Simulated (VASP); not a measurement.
Here is the system:

```yaml
crystal:
  lattice:
    - [0.00000, 2.24475, 2.32753]
    - [2.35202, 0.00000, 2.32753]
    - [2.35202, 2.24475, 0.00000]
  atoms:
    - { symbol: Li, position: [0.25000, 0.25000, 0.25000] }
    - { symbol: Li, position: [0.75000, 0.75000, 0.75000] }
    - { symbol: O, position: [0.98505, 0.01495, 0.01495] }
```

Method: PBE GGA, VASP's PBE PAW potentials (set 64) (plane waves; VASP). Settings: 375 eV cut-off, 8×8×8 Γ-centred mesh, Gaussian smearing of 0.050 eV, potentials Li_sv O.

At this cut-off the stress carries a Pulay error, which pulls relaxed volumes low.

Problem. Which forces act on the atoms, in eV/Å?

Solution. 
```csv
atom,Fx,Fy,Fz
Li1,0.230,0.000,0.000
Li2,0.230,0.000,0.000
O3,-0.461,0.000,0.000
```

Problem. Give the stress tensor in GPa (positive for a compressed cell).

Solution. 
```
-17.17    0.00    0.00
  0.00   -8.39    0.00
  0.00    0.00  -14.89
```
The pressure is its mean diagonal, -13.48 GPa.

The compound is Li2O in the antifluorite structure. The cell was not relaxed at this level, atoms are displaced from their ideal sites. The run is one of a series of settings (ENCUT = 375 against the base run), some of them coarse on purpose.
